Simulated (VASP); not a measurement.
Consider the following.

```
CdTe
1.0
    0.00000     3.24482     3.24482
    3.24482     0.00000     3.24482
    3.24482     3.24482     0.00000
Cd Te
1 1
Direct
  0.00000   0.00000   0.00000
  0.25000   0.25000   0.25000
```

Computed with PBE0 hybrid, VASP's PBE PAW potentials (set 64) (plane waves; VASP). Run with 520 eV cut-off, 6×6×6 Γ-centred mesh, Gaussian smearing of 0.050 eV, potentials Cd Te.

**Question.** Give the stress tensor in GPa (positive for a compressed cell).

**Answer.** 
```
1.29  0.00  0.00
0.00  1.29  0.00
0.00  0.00  1.29
```
The pressure is its mean diagonal, 1.29 GPa.

The compound is CdTe in the zinc blende structure. This cell is one point of a volume scan, at 0.94 of the reference volume. The cell's shape comes from a PBE relaxation.
